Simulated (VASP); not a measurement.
Write the native input for VASP 6.6.1 that does the following.

- Task: relaxation of cell and atoms
- Functional: PBE
- Potentials or basis: VASP PAW PBE potentials, release 64 (Be, Zn, O)
- Cutoff: 520 eV
- k mesh: 10 × 10 × 10
- Occupations: gaussian, width 0.03 eV
- Spin: no spin polarisation
- Further INCAR settings: ALGO = Normal; EDIFF = 1e-06; IBRION = 2; EDIFFG = -0.01; NSW = 90; ISIF = 3

The structure of Be2ZnO3 lies in POSCAR:

```
Be2ZnO3
1.0
   -1.4260000000      4.3310000000      2.0600000000
    1.4260000000     -4.3310000000      2.0600000000
    1.4260000000      4.3310000000     -2.0600000000
Be Zn O
2 1 3
Direct
    0.3310241900      0.0031553400      0.3278688500
    0.6752864900      0.0031553400      0.6721311500
    0.0063106800      0.0063106800      0.0000000000
    0.4700543400      0.2810679600      0.1889863800
    0.0920815800      0.2810679600      0.8110136200
    0.6754854400      0.1754854400      0.5000000000
```

The cell was built by a generator and needn't be a form met in nature.

One way to write it, as run:

INCAR

```
SYSTEM = Be2ZnO3
PREC     = Accurate       ! precision mode
ENCUT    = 520            ! plane-wave cutoff, eV
EDIFF    = 1E-6           ! SCF threshold, eV
ISMEAR   = 0              ! smearing method
SIGMA    = 0.03           ! smearing width, eV
LREAL    = .False.        ! projectors in reciprocal space
LASPH    = .True.         ! aspherical terms in the spheres
NELM     = 120            ! most SCF steps
ALGO     = Normal         ! electronic algorithm
ISIF     = 3              ! what is computed and relaxed
LWAVE    = .False.        ! write WAVECAR
LCHARG   = .False.        ! write CHGCAR
GGA      = PE             ! functional
IBRION   = 2              ! ionic algorithm
NSW      = 90             ! ionic steps
EDIFFG   = -0.01          ! ionic threshold
KPAR     = 4
```

KPOINTS

```
regular mesh
0
Gamma
  10 10 10
  0 0 0
```

Potentials or basis: VASP PAW PBE potentials, release 64 (Be, Zn, O).

Command:

```sh
$ cat potpaw_PBE.64/Be/POTCAR potpaw_PBE.64/Zn/POTCAR potpaw_PBE.64/O/POTCAR > POTCAR
$ mpirun -np 4 vasp_std > vasp.out
```

It gave:

The relaxed volume is 8.49 Å³/atom. The relaxed cell is a = 5.005 Å, b = 5.005 Å, c = 5.005 Å, α = 147.03°, β = 60.20°, γ = 131.15°, the space group after relaxing (to 0.05 Å) is Imm2 (No. 44) and the energy gained by relaxing is 0.3 meV/atom. The ionic steps are 7 and the pressure after relaxing is 0.0 GPa. The largest force after relaxing is 0.006 eV/Å and the band gap on the k mesh is 3.15 eV, indirect (least direct gap 3.17 eV).

Wall time 2.7 min on 4 MPI ranks on Intel(R) Xeon(R) Platinum 8488C (Sapphire Rapids), on a shared host, peak memory 0.37 GiB a rank.
